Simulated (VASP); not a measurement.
**Lattice of TiC (Khamrabaevite) across functionals and dispersion corrections**

Which functional gives the lattice of TiC (Khamrabaevite) as experiment finds it, and is a dearer one worth its cost? The levels: PBE, LDA, r2SCAN and PBE + D3(BJ). LASPH is on for some levels and off for others; the table marks which. The start is a cell from a database of measured crystal structures.

Program: VASP 6.6.1. Level of theory: PBE; plane waves and PAW (Ti_sv, C), in the first sound run; inputs show where later runs differ. Results are calculated unless marked as measured.

**Measured values to reproduce.**

For TiC, rock-salt (B1) (bulk crystal), “Tunable TiZrMoC Coatings: A Comprehensive Study of Microstructure, Mechanical Properties, and Wear Resistance” (2024, pmc:11728635) quotes earlier work: lattice constant a (cubic lattice parameter, PDF 071-0298) 4.328 Å [database card value; the paper also gives 4.317 Å from another card (PDF 089-3828)].

This is a report of a sequence of runs, with most program output left out.

## 1. Set-up

Before any relaxation, the start is as follows. The structure is cubic, space group Fm-3m (No. 225). The conventional cell has a = 4.328 Å, b = 4.328 Å, c = 4.328 Å, α = 90.00°, β = 90.00°, γ = 90.00°. Nearest to Ti lie 6 C at 2.16 Å. C has 6 Ti at 2.16 Å nearest. Farther neighbours are not listed.

As a file:

```xyz
2
Lattice="0.0000 2.1640 2.1640 2.1640 0.0000 2.1640 2.1640 2.1640 0.0000" Properties=species:S:1:pos:R:3 pbc="T T T"
Ti    0.0000    0.0000    0.0000
C     2.1640    2.1640    2.1640
```

## 2. Relaxation with PBE

The start need not lie at this functional's minimum. ISIF = 3 frees volume, shape and positions, and EDIFFG sets the threshold on forces and stress at which the search stops. PBE, the usual starting point, adds the gradient of the density.

Input file INCAR:

```
SYSTEM = TiC
PREC = Accurate
ENCUT = 560
EDIFF = 1E-06
NELM = 100
ISMEAR = -1
SIGMA = 0.05
LREAL = .FALSE.
ALGO = Normal
GGA = PE
NBANDS = 14
LORBIT = 11
LWAVE = .FALSE.
LCHARG = .FALSE.
KPAR = 2
IBRION = 2
NSW = 60
ISIF = 3
EDIFFG = -0.01
```

Input file POSCAR:

```
TiC
1.0
    0.0000000000      2.1640000000      2.1640000000
    2.1640000000      0.0000000000      2.1640000000
    2.1640000000      2.1640000000      0.0000000000
Ti C
1 1
Direct
    0.0000000000      0.0000000000      0.0000000000
    0.5000000000      0.5000000000      0.5000000000
```

Input file KPOINTS:

```
Automatic mesh
0
Gamma
9 9 9
0 0 0
```

PAW data sets: Ti_sv and C (PBE family, release 64).

Run with:

```console
$ mpirun -np 2 vasp_std
```

The job ended after 5.6 s (2 MPI ranks of Intel Xeon 6975P-C (Granite Rapids), shared host; peak memory 0.27 GiB).

The k-mesh is coarse for a metal. The run keeps the 48 symmetry operations of its start, so it cannot find a distortion of lower symmetry.

Step by step:

```
step  energy less that of the first step (eV)  largest force (eV/Å)  pressure (GPa)  volume (Å³)
   1                                   0.0000                0.0000            1.08        20.27
   2                                   0.0002                0.0000           -1.35        20.47
   3                                  -0.0003                0.0000            0.00        20.35
```

```
conventional cell, symmetrised  before  after  change
                         a (Å)   4.328  4.334  +0.1 %
                         b (Å)   4.328  4.334  +0.1 %
                         c (Å)   4.328  4.334  +0.1 %
              volume (Å³/atom)   10.13  10.18  +0.4 %
```

Final coordinates:

```xyz
2
Lattice="0.0000 2.1671 2.1671 2.1671 0.0000 2.1671 2.1671 2.1671 0.0000" Properties=species:S:1:pos:R:3 pbc="T T T"
Ti    0.0000    0.0000    0.0000
C     2.1671    2.1671    2.1671
```

Numbers from this step:

- electrons: 16
- bands: 14
- irreducible k-points: 35
- symmetry operations: 48
- free energy (TOTEN): -18.71 eV
- energy at zero smearing: -18.71 eV
- Fermi energy: 9.374 eV
- pressure: -0.002282 GPa
- metallic: yes
- SCF cycles over all ionic steps: 33

It ends with forces that vanish by symmetry and a pressure of 0.00 GPa. The volume lies +0.4 % from that of the database's start. The conventional cell has a = 4.334 Å.

## 3. Relaxation with LDA

This step: LDA; plane waves and PAW (Ti_sv, C) (VASP 6.6.1).

LDA, the lowest rung, knows the local density alone.

Edit INCAR of step 2 so:

```diff
@@ -9,3 +9,3 @@
 ALGO = Normal
-GGA = PE
+GGA = CA
 NBANDS = 14
```

POSCAR is that of step 2.

KPOINTS is that of step 2.

Run with:

```console
$ mpirun -np 2 vasp_std
```

Elapsed: 5.6 s, on 2 MPI ranks; peak memory 0.25 GiB; 10 s of CPU time.

The PAW data sets were made with PBE, though LDA sets exist; this is a small mismatch.

The steps of the relaxation:

```
step  energy less that of the first step (eV)  largest force (eV/Å)  pressure (GPa)  volume (Å³)
   1                                   0.0000                0.0000          -11.20        20.27
   2                                   0.0333                0.0000           19.02        18.26
   3                                  -0.0312                0.0000           -0.13        19.42
```

```
conventional cell, symmetrised  before  after  change
                         a (Å)   4.328  4.267  -1.4 %
                         b (Å)   4.328  4.267  -1.4 %
                         c (Å)   4.328  4.267  -1.4 %
              volume (Å³/atom)   10.13   9.71  -4.2 %
```

The relaxed structure:

```cif
data_structure
_symmetry_space_group_name_H-M 'P 1'
_symmetry_Int_Tables_number 1
_cell_length_a 3.0169
_cell_length_b 3.0169
_cell_length_c 3.0169
_cell_angle_alpha 60.000
_cell_angle_beta 60.000
_cell_angle_gamma 60.000
_cell_volume 19.42
loop_
_atom_site_label
_atom_site_type_symbol
_atom_site_fract_x
_atom_site_fract_y
_atom_site_fract_z
_atom_site_occupancy
Ti1 Ti 0.00000 0.00000 0.00000 1
C2 C 0.50000 0.50000 0.50000 1
```

This step gave:

| Property | Result |
| --- | --- |
| free energy (TOTEN) | -20.58 eV |
| energy at zero smearing | -20.58 eV |
| Fermi energy | 9.637 eV |
| pressure | -0.1295 GPa |
| SCF cycles over all ionic steps | 37 |

It ends at 9.708 Å³/atom, -4.2 % from the start, with -0.13 GPa left. The conventional cell has a = 4.267 Å.

## 4. Relaxation with r2SCAN

This step: r2SCAN; plane waves and PAW (Ti_sv, C) (VASP 6.6.1).

r2SCAN adds the kinetic-energy density, costs more than a GGA and is run with LASPH.

Edit INCAR of step 3 so:

```diff
@@ -9,3 +9,4 @@
 ALGO = Normal
-GGA = CA
+METAGGA = R2SCAN
+LASPH = .TRUE.
 NBANDS = 14
```

POSCAR is that of step 3.

KPOINTS is that of step 3.

Run with:

```console
$ mpirun -np 2 vasp_std
```

The job ended after 24 s (2 MPI ranks; peak memory 0.28 GiB; 46 s of CPU time).

The PAW data sets were made with PBE, which is usual practice but a small mismatch for other functionals.

Step by step:

```
step  energy less that of the first step (eV)  largest force (eV/Å)  pressure (GPa)  volume (Å³)
   1                                   0.0000                0.0000            0.93        20.27
   2                                   0.0002                0.0000           -1.28        20.44
   3                                  -0.0002                0.0000            0.01        20.34
```

```
conventional cell, symmetrised  before  after  change
                         a (Å)   4.328  4.333  +0.1 %
                         b (Å)   4.328  4.333  +0.1 %
                         c (Å)   4.328  4.333  +0.1 %
              volume (Å³/atom)   10.13  10.17  +0.3 %
```

Final coordinates:

```
Ti C
1.0
     0.00000    2.16646    2.16646
     2.16646    0.00000    2.16646
     2.16646    2.16646    0.00000
Ti C
1 1
Direct
  0.00000 0.00000 0.00000
  0.50000 0.50000 0.50000
```

It ends at 10.17 Å³/atom, +0.3 % from the start, with 0.01 GPa left. The conventional cell has a = 4.333 Å.

## 5. Relaxation with PBE + D3(BJ)

This step: PBE with D3(BJ); plane waves and PAW (Ti_sv, C) (VASP 6.6.1).

A dispersion term adds the long-range attraction that semilocal functionals lack. D3 with Becke-Johnson damping keeps a finite attraction at short range.

Edit INCAR of step 4 so:

```diff
@@ -9,4 +9,4 @@
 ALGO = Normal
-METAGGA = R2SCAN
-LASPH = .TRUE.
+GGA = PE
+IVDW = 12
 NBANDS = 14
```

POSCAR is that of step 4.

KPOINTS is that of step 4.

Run with:

```console
$ mpirun -np 2 vasp_std
```

The job ended after 6 s (2 MPI ranks; peak memory 0.28 GiB).

Dispersion corrections of this kind ignore metallic screening and tend to overbind metals.

The steps of the relaxation:

```
step  energy less that of the first step (eV)  largest force (eV/Å)  pressure (GPa)  volume (Å³)
   1                                   0.0000                0.0000           -6.25        20.27
   2                                   0.0078                0.0000            9.17        19.13
   3                                  -0.0100                0.0000           -0.05        19.77
```

```
conventional cell, symmetrised  before  after  change
                         a (Å)   4.328  4.292  -0.8 %
                         b (Å)   4.328  4.292  -0.8 %
                         c (Å)   4.328  4.292  -0.8 %
              volume (Å³/atom)   10.13   9.89  -2.4 %
```

The relaxed structure:

```xyz
2
Lattice="0.0000 2.1462 2.1462 2.1462 0.0000 2.1462 2.1462 2.1462 0.0000" Properties=species:S:1:pos:R:3 pbc="T T T"
Ti    0.0000    0.0000    0.0000
C     2.1462    2.1462    2.1462
```

It ends at 9.886 Å³/atom, -2.4 % from the start, with -0.05 GPa left. The conventional cell has a = 4.292 Å. Against plain PBE, the dispersion term moves a by -1.0 %.

## 6. The cells as a table

This step: relaxed cells at several levels; plane waves and PAW (VASP 6.6.1).

This step runs nothing: it gathers the runs above.

Lengths are those of the conventional cell; cost is the wall time of each run, as given at its step, times its ranks, without the set-up around it; LASPH differs between rows, which moves results and costs too. Results by level, by row:

```
       level  volume (Å³/atom)  change from the start (%)  a (Å)  cost (core minutes)  LASPH
         PBE             10.18                        0.4  4.334                0.187    off
         LDA              9.71                       -4.2  4.267                0.187    off
      r2SCAN             10.17                        0.3  4.333                  0.8     on
PBE + D3(BJ)              9.89                       -2.4  4.292                  0.2    off
```

## 7. Outcome

* volume, PBE: 10.18 Å³/atom
* volume, LDA: 9.708 Å³/atom
* volume, r2SCAN: 10.17 Å³/atom
* volume, PBE + D3(BJ): 9.886 Å³/atom

For TiC (Khamrabaevite) the levels give volumes between 9.708 Å³/atom (LDA) and 10.18 Å³/atom (PBE), a spread of 4.8 %, while the cost of the finished runs spans a factor of 4.3. Within 1 % of experiment on every length: PBE, r2SCAN and PBE + D3(BJ). The nearest, r2SCAN, took 4.3 times the core time of PBE and lowers the largest miss from 0.14 to 0.11 %. Thermal and zero-point expansion, often some tenths of a per cent in length, bear on this order: with the measured lengths lowered by an assumed 0.4 % the nearest becomes PBE + D3(BJ). The costs hold the number of ionic steps as well as the price of the functional. Adding D3(BJ) to PBE changes the volume by -2.9 % (a by -1.0 %). Pairwise corrections of the D and TS kind ignore the screening in a metal, so they may overbind here. Within 0.02 Å all end in space group Fm-3m; the runs can't lower the symmetry of the start. The k-sampling is coarse for a metal, so the Fermi level, pressures and the shape of the cell carry errors. LASPH is on for some levels and off for others, so differences between them are not the functional's alone. Each is a single relaxation on the plane waves of the start cell, so larger changes of volume carry a basis-set error that was not tested here.

Computed beside measured:

```
              quantity  measured             PBE             LDA          r2SCAN    PBE + D3(BJ)
lattice constant a (Å)     4.328  4.334 (+0.1 %)  4.267 (-1.4 %)  4.333 (+0.1 %)  4.292 (-0.8 %)
```

Measured values from pmc:11728635 (2024).

Verdict: For the lattice constant a, of the levels listed nearest comes r2SCAN (+0.1 %, good agreement) and farthest LDA (-1.4 %, fair agreement). The grades are ours: good and fair within 0.7 and 1.5 % for the lattice constant a. For lattice constants the calculation has a static lattice, without zero-point motion or thermal expansion.

[Lines on the potential files, build, host, timing and source positions are cut from VASP's logs without a mark.]

[Logs are printed without paths, hosts, clocks, repeated set-up lines and the standing remarks that a program may print on its own settings, such as how far it seeks lower states.]

[Hosts, paths, dates, database ids (printed as entryN), source tags and the programs' standing remarks are cut or masked in the printed files.]

[A measured line is paired with the nearest computed mode of its activity, which favours agreement.]
